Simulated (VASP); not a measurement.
Data:

```xyz
3
Lattice="0.0000 2.5460 2.5460 2.5460 0.0000 2.5460 2.5460 2.5460 0.0000" Properties=species:S:1:pos:R:3 pbc="T T T"
Zr     0.0000     0.0000     0.0000
O      1.2730     1.2730     1.2730
O      3.8190     3.8190     3.8190
```

The numbers are results of r2SCAN meta-GGA, VASP's PBE PAW potentials (set 64) (plane waves; VASP 6.6.1), not measurements. Settings: 600 eV cut-off, 8×8×8 Γ-centred mesh, Gaussian smearing of 0.050 eV, potentials Zr_sv O.

Energy and stress use the plane-wave basis of the starting cell.

The ions, cell shape and volume at an external pressure of 10.0 GPa are relaxed. Which structure does the run end with?

```xyz
3
Lattice="0.0000 2.5146 2.5146 2.5146 0.0000 2.5146 2.5146 2.5146 0.0000" Properties=species:S:1:pos:R:3 pbc="T T T"
Zr     2.5146     2.5146     5.0292
O      1.2573     1.2573     1.2573
O      3.7719     3.7719     3.7719
```
Space group Fm-3m (225), at a tolerance of 0.03 Å.

How do energy and volume change from the first to the last step?

The energy (σ→0) changes by +11.7 meV/atom and the volume by -3.7 %, in 4 ionic steps.

The compound is ZrO2 in the fluorite structure, the high-temperature cubic form, which is unstable at 0 K; the monoclinic form is the stable one. This run relaxes it under an external pressure of 10 GPa. Symmetry was kept, so distortions that lower it aren't found.
